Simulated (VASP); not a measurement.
The system is GeSb2Te4.

```xyz
7
Lattice="0.0000 4.7422 4.7422 4.7422 0.0000 4.7422 4.7422 4.7422 0.0000" Properties=species:S:1:pos:R:3 pbc="T T T"
Ge    7.1133    7.1133    7.1133
Sb    4.7422    4.7422    4.7422
Sb    2.3711    2.3711    2.3711
Te    5.8529    8.3738    5.8529
Te    8.3738    8.3738    8.3738
Te    8.3738    5.8529    5.8529
Te    5.8529    5.8529    8.3738
```

The cell was built by a generator and needn't be a form met in nature.

| Quantity | Value |
| --- | --- |
| Program | VASP 6.6.1 |
| Task | relaxation of cell and atoms |
| Functional | PBE |
| Potentials or basis | VASP PAW PBE potentials, release 64 (Ge_d, Sb, Te) |
| Cutoff | 520 eV |
| k mesh | 3 × 3 × 3 |
| Occupations | gaussian, width 0.15 eV |
| Spin | no spin polarisation |

At the start: pressure 17.4 GPa; volume 30.47 Å³/atom.

Where does the relaxation end?

Over 9 steps the energy falls by 564.5 meV/atom and the volume is 38.94 Å³/atom (+27.8 %); space group F-43m (No. 216, to 0.05 Å).

The path:
```csv
step,energy change (eV),largest force (eV/Å),pressure (GPa),volume (Å³)
1,0.0000,6.6028,17.37,213.29
2,-2.6227,1.2748,-2.53,332.35
3,-3.9169,0.3964,0.39,268.96
4,-3.9269,0.3649,0.69,267.76
5,-3.9496,0.1268,-0.05,273.35
6,-3.9499,0.0917,-0.29,274.25
7,-3.9499,0.1067,-0.25,273.89
8,-3.9498,0.1132,-0.14,273.68
9,-3.9518,0.0341,0.04,272.60
```

Final structure:
```cif
data_structure
_symmetry_space_group_name_H-M 'P 1'
_symmetry_Int_Tables_number 1
_cell_length_a 7.2781
_cell_length_b 7.2781
_cell_length_c 7.2781
_cell_angle_alpha 60.000
_cell_angle_beta 60.000
_cell_angle_gamma 60.000
_cell_volume 272.60
loop_
_atom_site_label
_atom_site_type_symbol
_atom_site_fract_x
_atom_site_fract_y
_atom_site_fract_z
_atom_site_occupancy
Ge1 Ge 0.75000 0.75000 0.75000 1
Sb1 Sb 0.50000 0.50000 0.50000 1
Sb2 Sb 0.25000 0.25000 0.25000 1
Te1 Te 0.89254 0.32239 0.89254 1
Te2 Te 0.89254 0.89254 0.89254 1
Te3 Te 0.32239 0.89254 0.89254 1
Te4 Te 0.89254 0.89254 0.32239 1
```

Caveat: the k mesh is coarse (spacing up to 0.38 Å⁻¹), so the values aren't converged; the volume moved by over 15 % at a fixed basis, so the end points are rough.
